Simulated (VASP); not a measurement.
Given:

```
PbS
1.0
    0.00000     3.01760     3.01760
    3.01760     0.00000     3.01760
    3.01760     3.01760     0.00000
Pb S
1 1
Direct
  0.00000   0.00000   0.00000
  0.50000   0.50000   0.50000
```

Computed with AM05 GGA, VASP's PBE PAW potentials (set 64) (plane waves; VASP). Numerical set-up: 520 eV cut-off, 8×8×8 Γ-centred mesh, Gaussian smearing of 0.050 eV, potentials Pb_d S.

Task: Give the stress tensor in GPa (positive for a compressed cell).

Result: 
```
-2.87   0.00   0.00
 0.00  -2.87   0.00
 0.00   0.00  -2.87
```
The pressure is its mean diagonal, -2.87 GPa.

The compound is PbS in the rock salt structure. This cell is one point of a volume scan, at 1.06 of the reference volume.
